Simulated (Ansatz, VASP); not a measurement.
# Cross-check of Cu (generalised stacking fault on (111) of Cu) between VASP and Ansatz

Aim: how closely do two programs agree when they are given the same cell, functional and k mesh? The cell is taken from a series of runs on this material, whose earlier steps may have relaxed, scaled, displaced or heated it; both programs get it as it stands.

Program: Ansatz 0.2.0. Level of theory: plane waves, with VASP 6.6.1 beside it; single point at r2SCAN. Results are calculated unless marked as measured.

## Step 1: The starting structure

The cell holds 12 atoms: 12 Cu. Cell: a = 2.570 Å, b = 2.570 Å, c = 25.195 Å, α = 91.5°, β = 88.5°, γ = 120.0°. It derives from Cu. 48 atoms of Cu, stacked on (1 1 1); one fault a cell: the periodic image above is shifted rigidly by 0.742 A along the in-plane vector of length 4.452 A (<112> type); atoms relaxed along the normal alone with the MACE-MP-0b2 potential. Lattice constants are starting values near those of PBE. Folded to one surface cell (a quarter of the atoms). The structure's axis is c.

## Step 2: Ansatz: single point, r2SCAN

Ansatz runs on its default PAW (the set named soft_2) files.

A single point gives forces, pressure and levels at one fixed geometry, so differences don't come from the geometry; what else differs is listed under the comparison.

File input.yaml:

```yaml
crystal:
  lattice:
    - [2.57034, 0.0, 0.0]
    - [-1.28516, 2.22598, 0.0]
    - [0.64258, -0.371, 25.18402]
  atoms:
    - { symbol: Cu, position: [0.96674, 0.03326, 0.19957] }
    - { symbol: Cu, position: [0.2863, 0.7137, 0.2822] }
    - { symbol: Cu, position: [0.6058, 0.3942, 0.3652] }
    - { symbol: Cu, position: [0.92525, 0.07475, 0.44855] }
    - { symbol: Cu, position: [0.24469, 0.75531, 0.53188] }
    - { symbol: Cu, position: [0.56414, 0.43586, 0.61521] }
    - { symbol: Cu, position: [0.88358, 0.11642, 0.69854] }
    - { symbol: Cu, position: [0.20303, 0.79697, 0.78187] }
    - { symbol: Cu, position: [0.52247, 0.47753, 0.8652] }
    - { symbol: Cu, position: [0.84192, 0.15808, 0.94854] }
    - { symbol: Cu, position: [0.16142, 0.83858, 0.03155] }
    - { symbol: Cu, position: [0.48098, 0.51902, 0.11418] }
kpoints:
  mp_grid: { grid: [12, 12, 1] }
hamiltonian:
  xc: r2scan
scf:
  occupations: { method: fermi_dirac, width: 0.1 }
output:
  forces: true
```

Launch:

```bash
$ ansatz run input.yaml --threads 11 --pin off --max-ram 102400MiB --backend cuda --events-out ev --progress --plain --runs-dir out
```

Numbers of over 12 decimals in the logs are rounded to 6 here.

What it wrote:

```text
Warning: the atoms were moved onto the symmetric positions of the space group found under crystal.symmetry.tolerance 1.0e-5 (fractional; no operation is sought that the atoms, as they stand in a round, miss by more than twice it, and no atom is moved by as much as it), and the run uses the moved positions. Before a round's move an operation carried an atom to 2.10e-4 Å from where it should land, the largest such dist [...]
Engine: ansatz 0.2.0, x86_64-unknown-linux-gnu
Pseudopotentials: kind: paw
Pseudopotential: Cu, paw, valence charge 19, recommended cutoff 500 eV (meta_gga), Cu.paw.azcp
Functional definition: r2SCAN
  parameter k0 = 0.174
  parameter k1 = 0.065
  parameter a1 = 4.9479
  exchange = r2scan_x(k0 = k0, k1 = k1, a1 = a1)
  correlation = r2scan_c
device memory: the entry about to start is reckoned to put 9.6 GiB on a device that reports 78.6 GiB free
GPU FFT provider: cuFFT
GPU libraries: cuBLAS 13.8.2, cuFFT 12.4.0, cuSOLVER 12.3.4
Crystal: 12 atoms, lattice volume = 144.091 Å³
Basis set: ecut = 500 eV, 3691 PW (Γ), exchange–correlation on 80×80×768 points (64 copies of the dense FFT grid, shifted against one another)
Bands: 127, of which v1, the nominal top of the filled ones, is band 114 counted from 1 (113 counted from 0)
Symmetry: 4 space group operations
Space group: C2/m (ITA 12), of the structure as read, at distance tolerance 5.2e-5 Å
k-points: 43 of 144
Non-local potential: Cu, projectors of the file, l = 0: 3, l = 1: 2, l = 2: 3, l = 3: 1
PAW form: soft (Blöchl's): semilocal exchange-correlation on the pseudo side does not see the compensation charge
PAW frozen core: Cu, regenerated for the run's functional (the file was generated under x = pbe(κ = 0.804, μ = 0.219515), c = pbe(β = 0.066725))
PAW one-centre angular grid: Cu, 590 points (default); XC on 160 Gauss nodes
Initial density: superposition of atomic densities (neutral atoms: chi_scale 0, normalization atom), corrected by the library's trained network
Initial wavefunctions: pseudopotential atomic-orbital guess
GPU buffer pool allocated for 76800 grid points (all kernels)
GPU transforms: local potential and band sums: pruned to the plane-wave sphere, on 20×20×192
Functional: x = r2scan, c = r2scan; τ floored in thin density (d = 2e-4 eV/Å³)
SCF iter   1: F=—  HF=-79574.899696 eV  |F-HF|=—  |Δ(HF+E_count)|=         —  Δρ=4.00e-2  dr2=1.27e0  dr2_τ=1.06e-2  ethr=1.77e-3  ⟨swp⟩=3.8  Hψ=15764  notcnv=0  defer=56
preconditioner: auto → Kerker (q_TF=auto, 2.945 Å⁻¹)  [metal: Δε(μ)=0.042 eV  Ē_g=8.117 eV  σ=0.100 eV  W_gap=0.10  n_scr=64 (ndim 8)  ℏωp=35.5 eV  f_vac=0.000  D(μ)=4.22/eV (n_scr^D=18)]
SCF iter   2: F=—  HF=-79574.768922 eV  |F-HF|=—  |Δ(HF+E_count)|=   1.31e-1  Δρ=1.20e-2  dr2=7.71e-2  dr2_τ=1.45e-2  ethr=5.56e-4  ⟨swp⟩=2.0  Hψ=9639  notcnv=0  defer=126
SCF iter   3: F=—  HF=-79574.693018 eV  |F-HF|=—  |Δ(HF+E_count)|=   7.59e-2  Δρ=9.12e-3  dr2=8.11e-2  dr2_τ=5.14e-4  ethr=3.38e-5  ⟨swp⟩=2.0  Hψ=10670  notcnv=0  defer=126
SCF iter   4: F=—  HF=-79574.672095 eV  |F-HF|=—  |Δ(HF+E_count)|=   2.09e-2  Δρ=1.48e-3  dr2=2.84e-3  dr2_τ=1.44e-4  ethr=3.38e-5  ⟨swp⟩=1.4  Hψ=6452  notcnv=0  defer=126
SCF iter   5: F=—  HF=-79574.676101 eV  |F-HF|=—  |Δ(HF+E_count)|=   4.01e-3  Δρ=1.89e-3  dr2=5.40e-3  dr2_τ=2.22e-5  ethr=1.24e-6  ⟨swp⟩=2.0  Hψ=10257  notcnv=0  defer=126
SCF iter   6: F=—  HF=-79574.677168 eV  |F-HF|=—  |Δ(HF+E_count)|=   1.07e-3  Δρ=4.58e-4  dr2=4.02e-4  dr2_τ=2.48e-6  ethr=1.24e-6  ⟨swp⟩=2.0  Hψ=7796  notcnv=0  defer=126
SCF iter   7: F=—  HF=-79574.672519 eV  |F-HF|=—  |Δ(HF+E_count)|=   4.65e-3  Δρ=1.24e-4  dr2=4.13e-5  dr2_τ=1.36e-7  ethr=1.76e-7  ⟨swp⟩=2.3  Hψ=7017  notcnv=0  defer=126
SCF iter   8: F=—  HF=-79574.674467 eV  |F-HF|=—  |Δ(HF+E_count)|=   1.95e-3  Δρ=1.71e-4  dr2=4.75e-5  dr2_τ=1.44e-7  ethr=1.81e-8  ⟨swp⟩=2.0  Hψ=8193  notcnv=0  defer=126
SCF iter   9: F=—  HF=-79574.674463 eV  |F-HF|=—  |Δ(HF+E_count)|=   4.40e-6  Δρ=3.12e-5  dr2=1.60e-6  dr2_τ=1.35e-8  ethr=1.81e-8  ⟨swp⟩=2.0  Hψ=7453  notcnv=0  defer=126
SCF iter  10: F=—  HF=-79574.674463 eV  |F-HF|=—  |Δ(HF+E_count)|=   4.00e-7  Δρ=1.60e-5  dr2=3.68e-7  dr2_τ=2.29e-9  ethr=7.00e-10  ⟨swp⟩=2.0  Hψ=8139  notcnv=0  defer=126
SCF iter  11: F=—  HF=-79574.674463 eV  |F-HF|=—  |Δ(HF+E_count)|=   1.07e-7  Δρ=1.27e-5  dr2=4.35e-7  dr2_τ=8.69e-10  ethr=4.39e-11  ⟨swp⟩=4.0  Hψ=18219  notcnv=0
SCF iter  12: F=-79574.674463 eV  HF=-79574.674463 eV  |F-HF|=5.67e-8  |Δ(HF+E_count)|=   2.67e-8  Δρ=7.91e-6  dr2=6.98e-8  dr2_τ=5.24e-10  ethr=4.39e-11  ⟨swp⟩=2.8  Hψ=18940  notcnv=0
SCF 1 converged in 12 iterations: F = -79574.674463 eV  dr2 = 6.98e-8
  greatest PAW one-centre occupation: 1.000 electrons in one spin orbital (limit 2), on the Cu atom at site 11 (counted from 0), in its partial waves of l = 0
SCF converged after 12 iterations
Free energy (F): -79574.674463 eV
Harris-Foulkes:  -79574.674463 eV  (|F-HF|=5.67e-8)
Internal energy: -79574.533631 eV  (E = F + TS)
E sigma→0 (E₀):  -79574.604047 eV
Entropy (-TS):   -0.140833 eV (-11.736 meV/atom)
Fermi energy:    16.146787 eV
--- Per-component energies (eV) ---
  E_band       = -4705.272664
  E_kinetic    = 3593.043034
  E_local      = -49114.248705  (includes V_loc(G=0)·N_el)
  E_nonlocal   = 4750.125096
  E_hartree    = 21677.363938
  E_xc         = -1001.800592
  E_vxc        = -1490.219134  (∫ρ·V_xc dr)
  E_paw        = -20144.059094  (= ΣΔE_a)
  E_vpaw       = -5905.943575  (= ΣTr[D̂ρ^β])
  E_aug_tail   = 0.001696  (compensation charges beyond the density's cutoff)
  E_vtau       = 107.197442  (kinetic-family band-sum trace: ∫τ·v_τ [+ j·A + Jᵃ·Aᵃ] dr)
  E_ewald      = -39331.345709
  E_core_change = -3.613296  (= ΣΔE_core)
  E_smearing   = -0.140833  (= −TS)
  E_closure    = 0.000000  (closes the sum)
  Σ components = -79574.674463   (vs F -79574.674463, Δ=0.00e0)
--- Forces (eV/Å), atoms counted from 1 ---
  atom   1  Cu    -0.01991767     0.01149954    -0.02119810
  atom   2  Cu     0.00548483    -0.00316669     0.04062106
  atom   3  Cu    -0.00296967     0.00171455     0.02806464
  atom   4  Cu    -0.00098105     0.00056641    -0.00111408
  atom   5  Cu     0.00118114    -0.00068194     0.00020705
  atom   6  Cu    -0.00003633     0.00002098     0.00044789
  atom   7  Cu     0.00003633    -0.00002098    -0.00044789
  atom   8  Cu    -0.00118114     0.00068194    -0.00020705
  atom   9  Cu     0.00098105    -0.00056641     0.00111408
  atom  10  Cu     0.00296967    -0.00171455    -0.02806464
  atom  11  Cu    -0.00548483     0.00316669    -0.04062106
  atom  12  Cu     0.01991767    -0.01149954     0.02119810
  max |Σ_I F_I| component: 0.00e0 eV/Å
```

## Step 3: VASP: single point, r2SCAN

The same cell, functional, mesh and smearing now go to VASP, with its own data sets.

Lines of VASP's logs that name or quote its potential files are left out, and so is its time.

File INCAR:

```
SYSTEM = Cu
PREC = Accurate
ENCUT = 580
EDIFF = 1E-06
NELM = 120
ISMEAR = -1
SIGMA = 0.1
LREAL = .FALSE.
ALGO = Normal
METAGGA = R2SCAN
LASPH = .TRUE.
NBANDS = 81
LORBIT = 11
LWAVE = .FALSE.
LCHARG = .FALSE.
ISIF = 2
GGA_COMPAT = .FALSE.
LMIXTAU = .TRUE.
KPAR = 2
```

File POSCAR:

```
Cu
1.0
    2.5703400000      0.0000000000      0.0000000000
   -1.2851600000      2.2259800000      0.0000000000
    0.6425800000     -0.3710000000     25.1840200000
Cu
12
Direct
    0.9667400000      0.0332600000      0.1995700000
    0.2863000000      0.7137000000      0.2822000000
    0.6058000000      0.3942000000      0.3652050000
    0.9252500000      0.0747500000      0.4485500000
    0.2446900000      0.7553100000      0.5318800000
    0.5641400000      0.4358600000      0.6152100000
    0.8835800000      0.1164200000      0.6985400000
    0.2030300000      0.7969700000      0.7818700000
    0.5224700000      0.4775300000      0.8652000000
    0.8419200000      0.1580800000      0.9485450000
    0.1614200000      0.8385800000      0.0315500000
    0.4809800000      0.5190200000      0.1141800000
```

File KPOINTS:

```
Automatic mesh
0
Gamma
12 12 1
0 0 0
```

Potentials, in the order of the species: Cu (PBE family, release 64).

Launch:

```bash
$ mpirun -np 2 vasp_std
```

What it wrote:

```text
[banner, memory and clock lines left out]
running    2 mpi-ranks, on    1 nodes
 distrk:  each k-point on    1 cores,    2 groups
 distr:  one band on    1 cores,    1 groups

 POSCAR found type information on POSCAR Cu
 POSCAR found :  1 types and      12 ions
|                                                                             |
|               ----> ADVICE to this user running VASP <----                  |
|                                                                             |
|     You enforced a specific xc type in the INCAR file but a different       |
|     [... a line on the potential file left out ...]
|     I HOPE YOU KNOW WHAT YOU ARE DOING!                                     |
|                                                                             |

 LDA part: xc-table for (None), standard interpolation
 POSCAR, INCAR and KPOINTS ok, starting setup
 FFT: planning ... GRIDC
 FFT: planning ... GRID_SOFT
 FFT: planning ... GRID
 WAVECAR not read
 entering main loop
       N       E                     dE             d eps       ncg     rms          rms(c)
DAV:   1     0.132264497933E+04    0.13226E+04   -0.59761E+04  6966   0.327E+03
DAV:   2     0.973482055055E+02   -0.12253E+04   -0.11845E+04  6966   0.613E+02
DAV:   3    -0.145165220656E+03   -0.24251E+03   -0.22529E+03  6982   0.295E+02
DAV:   4    -0.160304079110E+03   -0.15139E+02   -0.14747E+02  7657   0.101E+02
DAV:   5    -0.160578837105E+03   -0.27476E+00   -0.27438E+00  7973   0.157E+01    0.270E+01
DAV:   6    -0.147346317098E+03    0.13233E+02   -0.12966E+02  7771   0.146E+02    0.144E+01
DAV:   7    -0.142467378027E+03    0.48789E+01   -0.21308E+01  8090   0.818E+01    0.441E+00
DAV:   8    -0.142131860715E+03    0.33552E+00   -0.83839E+00  8892   0.607E+01    0.166E+00
DAV:   9    -0.137923821325E+03    0.42080E+01   -0.17190E+00 10076   0.208E+01    0.183E+00
DAV:  10    -0.137170576091E+03    0.75325E+00   -0.52435E-01  8266   0.121E+01    0.147E+00
DAV:  11    -0.136982208588E+03    0.18837E+00   -0.82440E-02  7763   0.338E+00    0.124E+00
DAV:  12    -0.135816232428E+03    0.11660E+01   -0.11923E-01  7962   0.510E+00    0.205E-01
DAV:  13    -0.134878331766E+03    0.93790E+00   -0.41693E-02  8210   0.261E+00    0.201E-01
DAV:  14    -0.134321842072E+03    0.55649E+00   -0.84954E-03  7775   0.108E+00    0.144E-01
[...]
DAV:  36    -0.129770766679E+03   -0.29798E-04   -0.25794E-05  7761   0.384E-02    0.651E-02
DAV:  37    -0.129770741218E+03    0.25462E-04   -0.13853E-04  8394   0.138E-01    0.196E-02
DAV:  38    -0.129770722688E+03    0.18529E-04   -0.28874E-05  8293   0.397E-02    0.126E-02
DAV:  39    -0.129770731583E+03   -0.88946E-05   -0.23314E-05  8777   0.387E-02    0.636E-03
DAV:  40    -0.129770740053E+03   -0.84702E-05   -0.46957E-06  6551   0.148E-02    0.543E-03
DAV:  41    -0.129770752651E+03   -0.12598E-04   -0.16768E-05  7324   0.216E-02    0.330E-03
DAV:  42    -0.129770755407E+03   -0.27561E-05   -0.74660E-07  4295   0.111E-02    0.126E-03
DAV:  43    -0.129770755198E+03    0.20891E-06   -0.58379E-07  3786   0.556E-03
   1 F= -.12977076E+03 E0= -.12970084E+03  d E =-.139835E+00
```

OUTCAR, selected parts (step 3):

```text
ion  position               nearest neighbor table
   1  0.967  0.033  0.200-  12 2.51  12 2.51   2 2.56   2 2.56   2 2.56
   2  0.286  0.714  0.282-   1 2.56   1 2.56   1 2.56   3 2.56   3 2.56   3 2.56
   3  0.606  0.394  0.365-   2 2.56   2 2.56   2 2.56   4 2.57   4 2.57   4 2.57
   4  0.925  0.075  0.449-   5 2.57   5 2.57   5 2.57   3 2.57   3 2.57   3 2.57
   5  0.245  0.755  0.532-   4 2.57   6 2.57   6 2.57   4 2.57   4 2.57   6 2.57
   6  0.564  0.436  0.615-   7 2.57   5 2.57   5 2.57   7 2.57   7 2.57   5 2.57
   7  0.884  0.116  0.699-   6 2.57   8 2.57   8 2.57   6 2.57   6 2.57   8 2.57
   8  0.203  0.797  0.782-   9 2.57   7 2.57   7 2.57   9 2.57   9 2.57   7 2.57
   9  0.522  0.478  0.865-   8 2.57   8 2.57   8 2.57  10 2.57  10 2.57  10 2.57
  10  0.842  0.158  0.949-  11 2.56  11 2.56  11 2.56   9 2.57   9 2.57   9 2.57
  11  0.161  0.839  0.032-  12 2.56  12 2.56  12 2.56  10 2.56  10 2.56  10 2.56
  12  0.481  0.519  0.114-   1 2.51   1 2.51  11 2.56  11 2.56  11 2.56

  LATTYP: Found a base centered monoclinic cell.
 ALAT       =     4.4519509443
 B/A-ratio  =     0.5773525496
 C/A-ratio  =     5.6593049851
 COS(beta)  =    -0.0294499754

 Subroutine GETGRP returns: Found  4 space group operations
 (whereof  2 operations were pure point group operations)

The static configuration has the point symmetry C_1h.
 The point group associated with its full space group is C_2h.

 Found     43 irreducible k-points:

   k-points           NKPTS =     43   k-points in BZ     NKDIM =     43   number of bands    NBANDS=     81

   dimension x,y,z NGX =    20 NGY =   20 NGZ =  200
   dimension x,y,z NGXF=    40 NGYF=   40 NGZF=  400

   ENCUT  =  580.0 eV  42.63 Ry    6.53 a.u.   5.05  5.05 49.47*2*pi/ulx,y,z

   NELECT =     132.0000    total number of electrons

 k-points in reciprocal lattice and weights: Automatic mesh
   0.00000000  0.00000000  0.00000000       0.007
   0.08333333 -0.00000000  0.00000000       0.028
   0.16666667  0.00000000  0.00000000       0.028
   0.25000000  0.00000000  0.00000000       0.028
   0.33333333  0.00000000  0.00000000       0.028
   0.41666667  0.00000000  0.00000000       0.028
   0.50000000  0.00000000  0.00000000       0.014
   0.08333333  0.08333333  0.00000000       0.014
   0.16666667  0.08333333  0.00000000       0.028
[...]
-0.41666667  0.41666667 -0.00000000       0.014
   0.50000000  0.50000000  0.00000000       0.007

 average (electrostatic) potential at core
       1 -69.4561       2 -69.4833       3 -69.4765       4 -69.4744       5 -69.4745
       6 -69.4744       7 -69.4741       8 -69.4743       9 -69.4745      10 -69.4762
      11 -69.4830      12 -69.4560

 E-fermi :   7.1297

 k-point     1 :       0.0000    0.0000    0.0000
  band No.  band energies     occupation
    ...
     68       5.4268      2.00000
     69       5.4278      2.00000
     70       5.4556      2.00000
     71       5.5071      2.00000
     72       6.2033      1.99981
     73      11.0814      0.00000
     74      12.7320      0.00000
     75      12.7831      0.00000
     76      16.0430      0.00000
     77      16.1243      0.00000
    ...

 k-point     2 :       0.0833   -0.0000    0.0000
  band No.  band energies     occupation
    ...
     68       5.4663      2.00000
     69       5.5740      2.00000
     70       6.1468      1.99989
     71       6.2452      1.99971
     72       7.0603      1.33372
     73      11.1466      0.00000
     74      12.8530      0.00000
     75      12.9443      0.00000
     76      16.1969      0.00000
     77      16.3230      0.00000
    ...

 k-point     3 :       0.1667    0.0000    0.0000
  band No.  band energies     occupation
    ...
     66       5.4796      2.00000
     67       5.5448      2.00000
     68       5.7956      2.00000
     69       6.1572      1.99988
     70       7.0834      1.22755
     71       7.2961      0.31847
     72       8.4200      0.00000
     73      11.3699      0.00000
     74      13.2693      0.00000
     75      13.4270      0.00000
    ...

  Total       -5.8372171     -5.4870120     -5.5942243      0.3032654      0.0073379     -0.0127038
  in kB      -64.9052069    -61.0112051    -62.2033211      3.3720696      0.0815915     -0.1412566
  external PRESSURE =     -62.7065777 kB  Pullay stress =       0.0000000 kB

  energy-cutoff  :      580.00
  volume of cell :      144.09
      direct lattice vectors                 reciprocal lattice vectors
     2.570340000  0.000000000  0.000000000     0.389053588  0.224618420 -0.006617872
    -1.285160000  2.225980000  0.000000000     0.000000000  0.449240335  0.006618013
     0.642580000 -0.371000000 25.184020000     0.000000000  0.000000000  0.039707719

 POSITION                                       TOTAL-FORCE (eV/Angst)
 -----------------------------------------------------------------------------------
      2.57035     -0.00000      5.02597        -0.022277      0.012862     -0.021247
      0.00001      1.48399      7.10693         0.005942     -0.003431      0.041155
      1.28518      0.74199      9.19733         0.000315     -0.000182      0.028689
      2.57037     -0.00002     11.29629         0.003088     -0.001783     -0.001808
      0.00002      1.48398     13.39488        -0.007040      0.004064      0.000396
      1.28520      0.74197     15.49346         0.001434     -0.000828     -0.000087
      2.57035     -0.00001     17.59205        -0.001434      0.000828      0.000087
      0.00004      1.48397     19.69063         0.007040     -0.004064     -0.000396
      1.28518      0.74198     21.78921        -0.003088      0.001783      0.001808
      2.57038     -0.00003     23.88818        -0.000315      0.000182     -0.028689
     -0.64253      1.85496      0.79456        -0.005942      0.003431     -0.041155
      0.64263      1.11297      2.87551         0.022277     -0.012862      0.021247
 -----------------------------------------------------------------------------------
    total drift:                               -0.000140      0.000082      0.001440

  FREE ENERGIE OF THE ION-ELECTRON SYSTEM (eV)
  ---------------------------------------------------
  free  energy   TOTEN  =      -129.7707551983 eV

  energy  without entropy=     -129.6309204919  energy(sigma->0) =     -129.70083785

 total charge
# of ion       s       p       d       tot
------------------------------------------
    1        0.452   0.383   9.194  10.028
    2        0.453   0.392   9.191  10.036
    3        0.452   0.389   9.191  10.032
    4        0.451   0.388   9.191  10.030
    5        0.451   0.388   9.191  10.030
    6        0.451   0.388   9.191  10.030
    7        0.451   0.388   9.191  10.030
    8        0.451   0.388   9.191  10.030
    9        0.451   0.388   9.191  10.030
   10        0.452   0.389   9.191  10.032
   11        0.453   0.392   9.191  10.036
   12        0.452   0.383   9.194  10.028
--------------------------------------------------
tot          5.422   4.654 110.297 120.373

[... 3 further parts left out ...]
```

The run ends at a pressure of -6.27 GPa, with forces up to 0.042 eV/Å.

## Step 4: Differences

Known differences besides the potentials themselves: VASP keeps PBE cores, Ansatz makes them for the functional; the data sets hold 228 valence electrons in Ansatz (on its default PAW (the set named soft_2) files) and 132 in VASP; the cutoff is 500 eV in Ansatz and 580 eV in VASP. Total energies have different zeros and are not compared.

At this near-relaxed geometry the largest component of a force difference is 8 meV/Å.

## Step 5: Outcome

| Property | Result |
| --- | --- |
| r.m.s. force difference (single point, r2SCAN) | 2.8 meV/Å |

The r.m.s. force difference is 2.8 meV/Å (single point, r2SCAN), within the 12 meV/Å picked in this series as the mark of a large difference. The data sets hold unlike numbers of valence electrons (228 in Ansatz and 132 in VASP), so part of the differences comes from the potentials. How closely two codes agree says nothing of how well the functional describes the real material.

[Lines on the potential files, build, host, timing and source positions are cut from VASP's logs without a mark.]

[Logs are printed without paths, hosts, clocks, repeated set-up lines and the standing remarks that a program may print on its own settings, such as how far it seeks lower states.]

[Hosts, paths, dates, database ids (printed as entryN), source tags and the programs' standing remarks are cut or masked in the printed files.]
